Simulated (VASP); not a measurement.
Energy against volume of Sc (hcp). These are vdW-DF2, VASP's PBE PAW potentials (set 64) (plane waves; VASP) values and carry that method's errors. Settings: 520 eV cut-off, 13×13×7 Γ-centred mesh, first-order Methfessel-Paxton smearing of 0.10 eV, potentials Sc_sv.

Shape and ions are relaxed at each volume.

```csv
V (Å³/atom),E (eV/atom)
24.138,-3.20760
24.885,-3.21214
25.631,-3.20893
26.378,-3.19896
```

### Question
Fit these four points and predict the energy of the run at 23.392 Å³/atom.

### Answer
A cubic in V^(−2/3), the third-order Birch-Murnaghan form, passes through the four points with V0 = 24.93 Å³/atom and B0 = 55 GPa, and gives -3.1942 eV/atom there. The run gave -3.1942 eV/atom, -0.0 meV/atom from the fit; all five points give B0 = 55 GPa.

The compound is Sc in the hcp structure. It was relaxed first.
